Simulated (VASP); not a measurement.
```
KF
1.0
    0.00000     2.67636     2.67636
    2.67636     0.00000     2.67636
    2.67636     2.67636     0.00000
K F
1 1
Direct
  0.00000   0.00000   0.00000
  0.50000   0.50000   0.50000
```

The numbers are results of PW91 GGA, VASP's PBE PAW potentials (set 64) (plane waves; VASP), not measurements. Numerical set-up: 520 eV cut-off, 8×8×8 Γ-centred mesh, Gaussian smearing of 0.050 eV, potentials K_sv F.

Question: Give the stress tensor in GPa (positive for a compressed cell).

Answer: 
```
1.03  0.00  0.00
0.00  1.03  0.00
0.00  0.00  1.03
```
The pressure is its mean diagonal, 1.03 GPa.

The compound is KF in the rock salt structure. This cell is one point of a volume scan, at 0.97 of the reference volume.
